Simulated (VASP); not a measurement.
Consider the following.

```yaml
crystal:
  lattice:
    - [4.02272, 0.00000, 0.00000]
    - [0.00000, 4.02272, 0.00000]
    - [0.00000, 0.00000, 4.02272]
  atoms:
    - { symbol: K, position: [0.00000, 0.00000, 0.00000] }
    - { symbol: Ta, position: [0.50000, 0.50000, 0.50000] }
    - { symbol: O, position: [0.50000, 0.00000, 0.50000] }
    - { symbol: O, position: [0.00000, 0.50000, 0.50000] }
    - { symbol: O, position: [0.50000, 0.50000, 0.00000] }
```

These are SCAN meta-GGA, VASP's PBE PAW potentials (set 64) (plane waves; VASP) values and carry that method's errors. Numerical set-up: 520 eV cut-off, 6×6×6 Γ-centred mesh, Gaussian smearing of 0.050 eV, potentials K_sv Ta_pv O.

Unless said otherwise, spin-orbit coupling is left out, though it shifts the bands of the heavy elements here.

**Question.** Estimate the energy per atom (σ→0), pressure, band gap (on the k-mesh) with the smallest direct gap where there is one.

**Answer.** 
The band gap (on the k-mesh) is 2.47 eV and the smallest direct gap (on the k-mesh) is 3.12 eV. The energy per atom (σ→0) is -21.626 eV/atom and the pressure is -5.87 GPa.

Total energies compare only between runs with the same potentials, cut-off and functional.

The compound is KTaO3 in the cubic perovskite structure. This cell is one point of a volume scan, at 1.03 of the reference volume.
